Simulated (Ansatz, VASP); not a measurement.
**Cross-check of Os between VASP and Ansatz**

Aim: how closely do two programs agree when they are given the same cell, functional and k mesh?

Main program and level: Ansatz 0.2.0; plane waves, with VASP 6.6.1 beside it; single point at PBEsol.

**1. Set-up**

Symmetry: P6_3/mmc, No. 194, hexagonal system. The conventional cell has a = 2.728 Å, b = 2.728 Å, c = 4.315 Å, α = 90.00°, β = 90.00°, γ = 120.00°. Nearest to Os lie 12 Os at 2.67 to 2.73 Å.

Coordinates:

```cif
data_structure
_symmetry_space_group_name_H-M 'P6_3/mmc'
_symmetry_Int_Tables_number 194
_cell_length_a 2.7283
_cell_length_b 2.7283
_cell_length_c 4.3146
_cell_angle_alpha 90.000
_cell_angle_beta 90.000
_cell_angle_gamma 120.000
_cell_volume 27.81
loop_
_atom_site_label
_atom_site_type_symbol
_atom_site_symmetry_multiplicity
_atom_site_Wyckoff_symbol
_atom_site_fract_x
_atom_site_fract_y
_atom_site_fract_z
_atom_site_occupancy
Os1 Os 2 d 0.33333 0.66667 0.75000 1
```

**2. VASP: single point, PBEsol**

With cell and atoms fixed, the geometry can't cause a difference; cores, projectors, grids and the points listed under the comparison can.

Lines of VASP's logs that name or quote its potential files are left out, and so is its time.

INCAR reads:

```
SYSTEM = Os
PREC = Accurate
ENCUT = 450
EDIFF = 1E-08
NELM = 100
ISMEAR = -1
SIGMA = 0.2
LREAL = .FALSE.
ALGO = Normal
GGA = PS
NBANDS = 24
LASPH = .TRUE.
LORBIT = 11
LWAVE = .FALSE.
LCHARG = .FALSE.
KPAR = 2
ISIF = 2
```

POSCAR reads:

```
Os
1.0
    2.7282713833      0.0000000000      0.0000000000
   -1.3641356916      2.3627523264      0.0000000000
    0.0000000000      0.0000000000      4.3146476176
Os
2
Direct
    0.0000000000      0.0000000000      0.0000000000
    0.3333333333      0.6666666667      0.5000000000
```

KPOINTS reads:

```
Automatic mesh
0
Gamma
32 32 18
0 0 0
```

The projector-augmented-wave data sets are Os (PBE family, release 64).

Run with:

```console
$ mpirun -np 2 vasp_std
```

Numbers of over 12 decimals in the logs are rounded to 6 here.

Output:

```text
[banner, memory and clock lines left out]
running    2 mpi-ranks, on    1 nodes
 distrk:  each k-point on    1 cores,    2 groups
 distr:  one band on    1 cores,    1 groups

 POSCAR found type information on POSCAR Os
 POSCAR found :  1 types and       2 ions
|                                                                             |
|               ----> ADVICE to this user running VASP <----                  |
|                                                                             |
|     You enforced a specific xc type in the INCAR file but a different       |
|     [... a line on the potential file left out ...]
|     I HOPE YOU KNOW WHAT YOU ARE DOING!                                     |
|                                                                             |

 LDA part: xc-table for (Slater+PW92), standard interpolation
 POSCAR, INCAR and KPOINTS ok, starting setup
 FFT: planning ... GRIDC
 FFT: planning ... GRID_SOFT
 FFT: planning ... GRID
 WAVECAR not read
 entering main loop
       N       E                     dE             d eps       ncg     rms          rms(c)
DAV:   1     0.974229534825E+02    0.97423E+02   -0.60879E+03 50288   0.561E+02
DAV:   2    -0.224944956846E+02   -0.11992E+03   -0.10090E+03 57784   0.205E+02
DAV:   3    -0.260917334474E+02   -0.35972E+01   -0.35639E+01 61768   0.333E+01
DAV:   4    -0.261023109091E+02   -0.10577E-01   -0.10576E-01 58032   0.195E+00
DAV:   5    -0.261023672109E+02   -0.56302E-04   -0.56302E-04 62792   0.137E-01    0.247E+01
DAV:   6    -0.249156163998E+02    0.11868E+01   -0.45689E-01 67752   0.525E+00    0.109E+01
DAV:   7    -0.245746007309E+02    0.34102E+00   -0.36094E-01 74016   0.420E+00    0.833E-01
DAV:   8    -0.245693429731E+02    0.52578E-02   -0.77230E-03 56736   0.495E-01    0.558E-01
DAV:   9    -0.245650052608E+02    0.43377E-02   -0.18443E-03 60720   0.316E-01    0.484E-02
DAV:  10    -0.245650064557E+02   -0.11949E-05   -0.71707E-05 67616   0.538E-02    0.150E-02
DAV:  11    -0.245649929463E+02    0.13509E-04   -0.34821E-06 61232   0.139E-02    0.341E-03
DAV:  12    -0.245649923468E+02    0.59945E-06   -0.76839E-08 61800   0.176E-03    0.190E-03
DAV:  13    -0.245649921719E+02    0.17493E-06   -0.19526E-09 44664   0.292E-04    0.505E-04
DAV:  14    -0.245649921369E+02    0.34927E-07   -0.22599E-10 36880   0.832E-05    0.131E-04
DAV:  15    -0.245649921262E+02    0.10742E-07   -0.27111E-11 34528   0.363E-05    0.298E-05
DAV:  16    -0.245649921251E+02    0.10782E-08   -0.40279E-12 30976   0.169E-05
   1 F= -.24564992E+02 E0= -.24484367E+02  d E =-.161251E+00
```

OUTCAR, selected parts (step 2):

```text
ion  position               nearest neighbor table
   1  0.000  0.000  0.000-   2 2.67   2 2.67   2 2.67   2 2.67   2 2.67   2 2.67
   2  0.333  0.667  0.500-   1 2.67   1 2.67   1 2.67   1 2.67   1 2.67   1 2.67

  LATTYP: Found a hexagonal cell.
 ALAT       =     2.7282713833
 C/A-ratio  =     1.5814583710

 Subroutine GETGRP returns: Found 24 space group operations
 (whereof 12 operations were pure point group operations)

The static configuration has the point symmetry D_3h.
 The point group associated with its full space group is D_6h.

 Found   1020 irreducible k-points:

   k-points           NKPTS =   1020   k-points in BZ     NKDIM =   1020   number of bands    NBANDS=     24

   dimension x,y,z NGX =    20 NGY =   20 NGZ =   30
   dimension x,y,z NGXF=    40 NGYF=   40 NGZF=   60

   ENCUT  =  450.0 eV  33.07 Ry    5.75 a.u.   4.72  4.72  7.46*2*pi/ulx,y,z

   NELECT =      16.0000    total number of electrons

 k-points in reciprocal lattice and weights: Automatic mesh
   0.00000000  0.00000000  0.00000000       0.000
   0.03125000 -0.00000000  0.00000000       0.000
   0.06250000 -0.00000000  0.00000000       0.000
   0.09375000 -0.00000000  0.00000000       0.000
   0.12500000 -0.00000000  0.00000000       0.000
   0.15625000 -0.00000000  0.00000000       0.000
   0.18750000 -0.00000000  0.00000000       0.000
   0.21875000  0.00000000  0.00000000       0.000
   0.25000000 -0.00000000  0.00000000       0.000
[...]
0.31250000  0.31250000  0.50000000       0.000
   0.34375000  0.31250000  0.50000000       0.000

 average (electrostatic) potential at core
       1 -43.0113       2 -43.0113

 E-fermi :   9.4214

 k-point     1 :       0.0000    0.0000    0.0000
  band No.  band energies     occupation
    ...
      6       7.1557      1.99998
      7       7.1557      1.99998
      8       7.8287      1.99930
      9       7.8287      1.99930
     10       9.3802      1.10241
     11      11.1071      0.00044
     12      11.1071      0.00044
     13      18.4969      0.00000
     14      23.4345      0.00000
     15      26.1576      0.00000
    ...

 k-point     2 :       0.0312   -0.0000    0.0000
  band No.  band energies     occupation
    ...
      6       7.1300      1.99998
      7       7.1888      1.99997
      8       7.7839      1.99944
      9       7.7989      1.99940
     10       9.1351      1.61412
     11      11.1281      0.00039
     12      11.4068      0.00010
     13      18.4946      0.00000
     14      23.5195      0.00000
     15      26.2115      0.00000
    ...

 k-point     3 :       0.0625   -0.0000    0.0000
  band No.  band energies     occupation
    ...
      6       7.0601      1.99999
      7       7.2877      1.99995
      8       7.6271      1.99975
      9       7.7133      1.99961
     10       8.6822      1.95156
     11      11.1876      0.00029
     12      12.0471      0.00000
     13      18.4854      0.00000
     14      23.7682      0.00000
     15      26.3682      0.00000
    ...

  Total        0.1619990      0.1619990      0.0422018      0.0000000      0.0000000      0.0000000
  in kB        9.3319396      9.3319396      2.4310325      0.0000000      0.0000000      0.0000000
  external PRESSURE =       7.0316373 kB  Pullay stress =       0.0000000 kB

  energy-cutoff  :      450.00
  volume of cell :       27.81
      direct lattice vectors                 reciprocal lattice vectors
     2.728271383  0.000000000  0.000000000     0.366532452  0.211617610  0.000000000
    -1.364135692  2.362752326  0.000000000     0.000000000  0.423235220  0.000000000
     0.000000000  0.000000000  4.314647618     0.000000000  0.000000000  0.231768638

 POSITION                                       TOTAL-FORCE (eV/Angst)
 -----------------------------------------------------------------------------------
      0.00000      0.00000      0.00000        -0.000000      0.000000      0.000000
     -0.00000      1.57517      2.15732         0.000000      0.000000      0.000000
 -----------------------------------------------------------------------------------
    total drift:                                0.000000     -0.000000     -0.000000

  FREE ENERGIE OF THE ION-ELECTRON SYSTEM (eV)
  ---------------------------------------------------
  free  energy   TOTEN  =       -24.5649921251 eV

  energy  without entropy=      -24.4037408914  energy(sigma->0) =      -24.48436651

 total charge
# of ion       s       p       d       tot
------------------------------------------
    1        0.665   0.798   6.044   7.506
    2        0.665   0.798   6.044   7.506
--------------------------------------------------
tot          1.330   1.595  12.087  15.013

[... 3 further parts left out ...]
```

The run ends at a pressure of 0.70 GPa.

**3. Ansatz: single point, PBEsol**

Ansatz runs on its default PAW (the set named soft_2) files.

The same cell, functional, mesh and smearing now go to Ansatz, which takes its cutoff from its data sets.

input.yaml reads:

```yaml
crystal:
  lattice:
    - [2.7282713833, 0.0, 0.0]
    - [-1.3641356916, 2.3627523264, 0.0]
    - [0.0, 0.0, 4.3146476176]
  atoms:
    - { symbol: Os, position: [0.0, 0.0, 0.0] }
    - { symbol: Os, position: [0.3333333333, 0.6666666667, 0.5] }
hamiltonian:
  xc: pbesol
  pseudopotentials: { kind: paw }
kpoints:
  mp_grid: { grid: [32, 32, 18] }
scf:
  occupations: { method: fermi_dirac, width: 0.2 }
  n_extra_bands: 4
output:
  forces: true
  stress: true
  eigenvalues: true
  write_density: true
  write_potential: true
  elf: true
  volumetric_format: npy
```

Run with:

```console
$ ansatz run input.yaml --threads 2 --pin off --max-ram 4608MiB --backend cpu --events-out ev --progress --plain --runs-dir out
```

Output:

```text
scf.n_extra_bands = 4 over 16 filled bands (N_el = 32.0): the run solves 20 bands
Engine: ansatz 0.2.0, aarch64-unknown-linux-gnu
Pseudopotentials: kind: paw
Pseudopotential: Os, paw, valence charge 16, recommended cutoff 420 eV (normal), Os.paw.azcp
Functional definition: PBEsol
  exchange = pbesol_x
  correlation = pbesol_c
Crystal: 2 atoms, lattice volume = 27.813 Å³
Basis set: ecut = 420 eV, 537 PW (Γ), exchange–correlation on 40×40×60 points (8 copies of the dense FFT grid, shifted against one another)
Bands: 20, of which v1, the nominal top of the filled ones, is band 16 counted from 1 (15 counted from 0)
Symmetry: 24 space group operations
Space group: P63/mmc (ITA 194), of the structure as read, at distance tolerance 3.0e-5 Å
k-points: 1020 of 18432
Non-local potential: Os, projectors of the file, l = 0: 3, l = 1: 2, l = 2: 2, l = 3: 1
PAW form: soft (Blöchl's): semilocal exchange-correlation on the pseudo side does not see the compensation charge
PAW frozen core: Os, regenerated for the run's functional, and the local potential with it (the file was generated under x = pbe(κ = 0.804, μ = 0.219515), c = pbe(β = 0.066725))
PAW one-centre angular grid: Os, 590 points (default); XC on 64 Gauss nodes
Initial density: superposition of atomic densities (neutral atoms: chi_scale 0, normalization atom), corrected by the library's trained network
Initial wavefunctions: pseudopotential atomic-orbital guess
Functional: x = pbesol(κ = 0.804, μ = 0.123457), c = pbesol(β = 0.046)
SCF iter   1: F=—  HF=-22502.199851 eV  |F-HF|=—  |Δ(HF+E_count)|=         —  Δρ=1.05e-2  dr2=1.38e-2  ethr=1.77e-3  ⟨swp⟩=4.7  Hψ=79539  notcnv=0
preconditioner: auto → none  [metal: Δε(μ)=0.004 eV  Ē_g=6.946 eV  σ=0.200 eV  W_gap=0.01  n_scr=8 (ndim 8)  ℏωp=28.2 eV  f_vac=0.000  D(μ)=1.20/eV (n_scr^D=8)  sad-step TF]
SCF iter   2: F=—  HF=-22502.199525 eV  |F-HF|=—  |Δ(HF+E_count)|=   3.26e-4  Δρ=5.96e-3  dr2=4.28e-3  ethr=4.31e-5  ⟨swp⟩=1.1  Hψ=29620  notcnv=0
SCF iter   3: F=—  HF=-22502.199424 eV  |F-HF|=—  |Δ(HF+E_count)|=   1.00e-4  Δρ=2.84e-4  dr2=1.34e-5  ethr=1.34e-5  ⟨swp⟩=2.0  Hψ=28194  notcnv=0
SCF iter   4: F=—  HF=-22502.199405 eV  |F-HF|=—  |Δ(HF+E_count)|=   1.98e-5  Δρ=4.52e-5  dr2=3.92e-7  ethr=4.17e-8  ⟨swp⟩=2.0  Hψ=29233  notcnv=0
iter 5 did not close the SCF: its close was put off for the readings that it lacked (scf_convergence_deferred on its scf_iter line)
SCF iter   5: F=-22502.199404 eV  HF=-22502.199404 eV  |F-HF|=1.53e-9  |Δ(HF+E_count)|=   8.15e-8  Δρ=5.16e-6  dr2=4.10e-9  ethr=1.22e-9  ⟨swp⟩=2.0  Hψ=29042  notcnv=0
SCF iter   6: F=-22502.199404 eV  HF=-22502.199404 eV  |F-HF|=3.27e-11  |Δ(HF+E_count)|=  2.47e-10  Δρ=7.84e-7  dr2=8.20e-11  ethr=1.28e-11  ⟨swp⟩=4.4  Hψ=108676  notcnv=0
SCF 1 converged in 6 iterations: F = -22502.199404 eV  dr2 = 8.20e-11
  greatest PAW one-centre occupation: 1.000 electrons in one spin orbital (limit 2), on the Os atom at site 1 (counted from 0), in its partial waves of l = 0
SCF converged after 6 iterations
Free energy (F): -22502.199404 eV
Harris-Foulkes:  -22502.199404 eV  (|F-HF|=3.27e-11)
Internal energy: -22502.038714 eV  (E = F + TS)
E sigma→0 (E₀):  -22502.119059 eV
Entropy (-TS):   -0.160690 eV (-80.345 meV/atom)
Fermi energy:    26.050349 eV
--- Per-component energies (eV) ---
  E_band       = -129.768287
  E_kinetic    = 1124.928622
  E_local      = -1560.328544  (includes V_loc(G=0)·N_el)
  E_nonlocal   = 2.750336
  E_hartree    = 647.626291
  E_xc         = -530.909761
  E_vxc        = -568.116040  (∫ρ·V_xc dr)
  E_paw        = -17759.965007  (= ΣΔE_a)
  E_vpaw       = -424.254913  (= ΣTr[D̂ρ^β])
  E_aug_tail   = -0.000160  (compensation charges beyond the density's cutoff)
  E_ewald      = -4426.636358
  E_core_change = 0.495866  (= ΣΔE_core)
  E_smearing   = -0.160690  (= −TS)
  E_closure    = -0.000000  (closes the sum)
  Σ components = -22502.199404   (vs F -22502.199404, Δ=0.00e0)
--- Forces (eV/Å), atoms counted from 1 ---
  atom   1  Os     0.00000000     0.00000000    -0.00000000
  atom   2  Os     0.00000000    -0.00000000     0.00000000
  max |Σ_I F_I| component: 9.25e-18 eV/Å
--- Stress (GPa, compression-positive) ---
        0.355598      -0.000000       0.000000
        0.000000       0.355598       0.000000
        0.000000       0.000000      -0.255340
  P = ⅓ Tr σ = 0.1520 GPa (1.520 kbar)
--- Band table (eV; the first three rows and the last of 1020) ---
  k-point 0: bands = [... 12 lower, 23.1813, 23.7874, 23.7874, 24.4607, 24.4607, 26.0111, 27.7436, 27.7436]
  k-point 1: bands = [... 12 lower, 23.1580, 23.7609, 23.7609, 24.5234, 24.5234, 25.8764, 27.7503, 27.7503]
  k-point 2: bands = [... 12 lower, 23.0902, 23.6850, 23.6850, 24.6962, 24.6962, 25.5069, 27.7654, 27.7654]
  k-point 1019: bands = [... 12 lower, 22.5535, 22.5535, 24.6461, 24.6461, 27.6956, 27.6956, 34.3129, 34.3129]
```

It took 28 s on 2 threads of Arm Neoverse N1, shared host; peak memory 0.65 GiB.

The run ends at a pressure of 0.15 GPa.

**4. Comparison**

Known differences besides the potentials themselves: the data sets hold 32 valence electrons in Ansatz (default PAW (the set named soft_2) files) and 16 in VASP; the cutoff is 420 eV in Ansatz and 450 eV in VASP; Ansatz makes its cores anew for this functional, VASP keeps those of its PBE data sets. Total energies have different zeros and are not compared.

The two programs side by side:

```csv
quantity,Ansatz,VASP,difference
pressure (GPa),0.15,0.70,-0.55
pressure without Ansatz's Pulay correction (GPa),0.08,0.70,-0.62
```

Ansatz's pressure holds a Pulay correction of 0.07 GPa; VASP's holds none.

**5. Results**

- difference in pressure (single point, PBEsol): -0.55 GPa

**Reading.** The difference in pressure is -0.55 GPa (single point, PBEsol), within the 1 GPa picked in this series as the mark of a large difference. Such differences can come from data sets, numerical settings and the points named under the comparisons, not from the functional's error against experiment.

[Lines on the potential files, build, host, timing and source positions are cut from VASP's logs without a mark.]

[Logs are printed without paths, hosts, clocks, repeated set-up lines and the standing remarks that a program may print on its own settings, such as how far it seeks lower states.]

[Hosts, paths, dates, database ids (printed as entryN), source tags and the programs' standing remarks are cut or masked in the printed files.]
